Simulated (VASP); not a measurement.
Output of a VASP run:

**OSZICAR**
```
       N       E                     dE             d eps       ncg     rms          rms(c)
DAV:   1    -0.452761428895E+02   -0.45276E+02   -0.43850E-05  1118   0.511E-02    0.108E-02
DAV:   2    -0.452761586977E+02   -0.15808E-04   -0.36255E-04  1278   0.128E-01    0.189E-02
DAV:   3    -0.452761372187E+02    0.21479E-04   -0.32314E-04  1144   0.105E-01    0.968E-03
DAV:   4    -0.452761341861E+02    0.30326E-05   -0.17300E-05   739   0.230E-02    0.141E-03
DAV:   5    -0.452761343570E+02   -0.17082E-06   -0.94939E-07   728   0.364E-03
   1 F= -.45276134E+02 E0= -.45273723E+02  d E =-.723307E-02
```

### OUTCAR
```
------------------------ aborting loop because EDIFF is reached ----------------------------------------
  FORCE on cell =-STRESS in cart. coord.  units (eV):
  Direction    XX          YY          ZZ          XY          YZ          ZX
  --------------------------------------------------------------------------------------
  Total       -1.2759352     -1.2759356     -0.9214152     -0.0000001      0.0000000      0.0000000
  in kB       -3.2091972     -3.2091983     -2.3175183     -0.0000003      0.0000000      0.0000000
  external PRESSURE =      -2.9119713 kB  Pullay stress =       0.0000000 kB
  volume of cell :      637.00
      direct lattice vectors                 reciprocal lattice vectors
     5.865411810  0.000000000  0.000000000     0.170491013 -0.098433032  0.000000000
     2.932706412  5.079596527  0.000000000     0.000000000  0.196866030  0.000000000
     0.000000000  0.000000000 21.380362237     0.000000000  0.000000000  0.046771892
 POSITION                                       TOTAL-FORCE (eV/Angst)
 -----------------------------------------------------------------------------------
      0.00000      0.00000      7.11647        -0.000000      0.000000      0.001826
      5.86541      5.07463      7.11795        -0.000000     -0.003115      0.001654
      7.32747      2.54228      7.11795        -0.002698      0.001558      0.001654
      4.40336      2.54228      7.11795         0.002698      0.001558      0.001654
      1.46428      0.84541      9.50066         0.003295      0.001902      0.006304
      4.40113      0.84541      9.50066        -0.003295      0.001902      0.006304
      2.93271      3.38879      9.50066        -0.000000     -0.003804      0.006304
      5.86542      3.38640      9.47453        -0.000000      0.000000      0.003669
      5.86541      1.70032     11.87110         0.000000      0.001144     -0.006622
      2.93270      1.69320     11.82748        -0.000000      0.000000      0.014006
      7.32559      4.22943     11.87110        -0.000990     -0.000572     -0.006622
      4.40523      4.22943     11.87110         0.000990     -0.000572     -0.006622
      0.00000      0.00000     14.22273        -0.000000      0.000000     -0.017618
      5.86541      5.03419     14.25543         0.000000      0.003903      0.004168
      7.29244      2.56250     14.25543         0.003380     -0.001952      0.004168
      4.43838      2.56250     14.25543        -0.003380     -0.001952      0.004168
      2.93270      1.69320     15.96935        -0.000000     -0.000000     -0.018396
 -----------------------------------------------------------------------------------
    total drift:                                0.001721      0.000996      0.007458
  FREE ENERGIE OF THE ION-ELECTRON SYSTEM (eV)
  ---------------------------------------------------
  free  energy   TOTEN  =       -45.2761343570 eV

  energy  without entropy=      -45.2689012861  energy(sigma->0) =      -45.27372333

 total charge

# of ion       s       p       d       tot
------------------------------------------
    1        0.417   0.205   9.175   9.796
    2        0.418   0.203   9.179   9.800
    3        0.418   0.203   9.179   9.800
    4        0.418   0.203   9.179   9.800
    5        0.406   0.270   9.168   9.845
    6        0.406   0.270   9.168   9.845
    7        0.406   0.270   9.168   9.845
    8        0.413   0.271   9.160   9.845
    9        0.408   0.280   9.156   9.844
   10        0.417   0.260   9.172   9.848
   11        0.408   0.280   9.156   9.844
   12        0.408   0.280   9.156   9.844
   13        0.373   0.192   9.220   9.784
   14        0.412   0.288   9.154   9.854
   15        0.412   0.288   9.154   9.854
   16        0.412   0.288   9.154   9.854
   17        1.360   2.258   0.000   3.618
--------------------------------------------------
tot          7.910   6.306 146.699 160.916
```
(Selected blocks of OUTCAR.)

**POSCAR**
```
Ag16S
1
    5.8654118103     0.0000000000     0.0000000000
    2.9327064122     5.0795965269     0.0000000000
    0.0000000000     0.0000000000    21.3803622366
Ag S
16 1
Direct
  0.0000000000   1.0000000000   0.3328507165
  0.5004885786   0.9990228427   0.3329201341
  0.9990228427   0.5004885786   0.3329201341
  0.5004885786   0.5004885786   0.3329201341
  0.1664316006   0.1664316006   0.4443637849
  0.6671377988   0.1664316006   0.4443637849
  0.1664316006   0.6671377988   0.4443637849
  0.6666670000   0.6666670000   0.4431416280
  0.8326315069   0.3347359862   0.5552338790
  0.3333330000   0.3333330000   0.5531935127
  0.8326315069   0.8326315069   0.5552338790
  0.3347359862   0.8326315069   0.5552338790
  0.0000000000   1.0000000000   0.6652241103
  0.5044697675   0.9910604649   0.6667532811
  0.9910604649   0.5044697675   0.6667532811
  0.5044697675   0.5044697675   0.6667532811
  0.3333330000   0.3333330000   0.7469167951
```

Q: Write an INCAR and KPOINTS that could have produced this output.

A: One answer among several that fit: the input of the run itself, PBE GGA, plane waves, VASP's PBE PAW potentials (set 64).

### KPOINTS
```
K-points
0
gamma
5 5 1
```

INCAR:
```
# general
SYSTEM   =  Ag16S
PREC     =  Normal
ENCUT    =  400   # plane-wave cut-off (eV)
LREAL    =  .FALSE.   # projection in real space or not
LASPH    =  .TRUE.   # aspherical one-centre terms

# electronic loop
EDIFF    =  1E-6
NELM     =  100   # most electronic steps
NELMIN   =  4
ALGO     =  Normal
LMAXMIX  =  4   # l cut-off of mixed one-centre charges

# smearing
ISMEAR   =  1
SIGMA    =  0.1   # width (eV)

# functional
GGA      =  PE

# output
LWAVE    =  .FALSE.
LCHARG   =  .FALSE.
LORBIT   =  11   # lm-projected
LVHAR    =  .TRUE.

# other
LDIPOL   =  .TRUE.
IDIPOL   =  3
DIPOL    =  0.5 0.5 0.5
```

POTCAR, in this order: Ag S (PBE.64 set). Program: vasp_std. Read from the step before: WAVECAR.

The cell is a thin slab with vacuum, built from Ag (fcc): (111) face, S adsorbed.
